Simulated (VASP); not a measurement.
OSZICAR of a VASP run on SnO₂ (rutile):

OSZICAR:
```
       N       E                     dE             d eps       ncg     rms          rms(c)
DAV:   1     0.608123453194E+03    0.60812E+03   -0.26856E+04  2021   0.265E+03
DAV:   2    -0.522942600366E+00   -0.60865E+03   -0.58865E+03  2091   0.701E+02
DAV:   3    -0.970724842128E+02   -0.96550E+02   -0.95428E+02  2154   0.233E+02
DAV:   4    -0.101824732867E+03   -0.47522E+01   -0.47310E+01  2210   0.570E+01
DAV:   5    -0.101981282430E+03   -0.15655E+00   -0.15649E+00  2450   0.105E+01    0.157E+01
DAV:   6    -0.859992991597E+02    0.15982E+02   -0.15895E+01  2819   0.734E+01    0.689E+00
DAV:   7    -0.821671360934E+02    0.38322E+01   -0.25403E+00  2706   0.167E+01    0.326E+00
DAV:   8    -0.880476103183E+02   -0.58805E+01   -0.17048E+00  2296   0.122E+01    0.220E+00
DAV:   9    -0.833491828626E+02    0.46984E+01   -0.61741E-01  1963   0.694E+00    0.590E-01
DAV:  10    -0.832581317912E+02    0.91051E-01   -0.31782E-01  2254   0.433E+00    0.357E-01
DAV:  11    -0.832670831354E+02   -0.89513E-02   -0.23431E-02  2155   0.149E+00    0.281E-01
DAV:  12    -0.832670510640E+02    0.32071E-04   -0.61511E-03  3032   0.101E+00    0.945E-02
DAV:  13    -0.832485628090E+02    0.18488E-01   -0.63066E-03  1930   0.718E-01    0.459E-02
DAV:  14    -0.832808025505E+02   -0.32240E-01   -0.90479E-03  2174   0.965E-01    0.709E-02
DAV:  15    -0.832811768780E+02   -0.37433E-03   -0.43123E-04  2280   0.213E-01    0.551E-02
DAV:  16    -0.832812308455E+02   -0.53967E-04   -0.75421E-05  2255   0.851E-02    0.456E-02
DAV:  17    -0.832813232868E+02   -0.92441E-04   -0.45496E-05  2114   0.706E-02    0.130E-02
DAV:  18    -0.832813705284E+02   -0.47242E-04   -0.24730E-05  2554   0.594E-02    0.552E-03
DAV:  19    -0.832813657304E+02    0.47980E-05   -0.20981E-06  2958   0.173E-02    0.380E-03
DAV:  20    -0.832813706392E+02   -0.49087E-05   -0.21878E-06  2393   0.168E-02    0.222E-03
DAV:  21    -0.832813702936E+02    0.34552E-06   -0.38851E-07  1942   0.835E-03    0.161E-03
DAV:  22    -0.832813725310E+02   -0.22374E-05   -0.89751E-07  1760   0.939E-03    0.127E-03
DAV:  23    -0.832813725303E+02    0.76125E-09   -0.15819E-07  1316   0.469E-03
   1 F= -.83281373E+02 E0= -.83281373E+02  d E =0.000000E+00
       N       E                     dE             ncg
       N       E                     dE             ncg
```

Task: Which electronic solver shows in the log?

Result: It is blocked Davidson (ALGO = Normal, or the opening steps of other solvers). The INCAR had ALGO = Normal.

Task: Can the final energy be trusted as converged?

Result: The calculation finished and met its thresholds. It stopped with EDIFF = 1E-7, NELM = 100 (r2SCAN+rVV10, plane waves, VASP's PBE PAW potentials (set 64)).

The compound is SnO2 in the rutile structure. It was relaxed first.
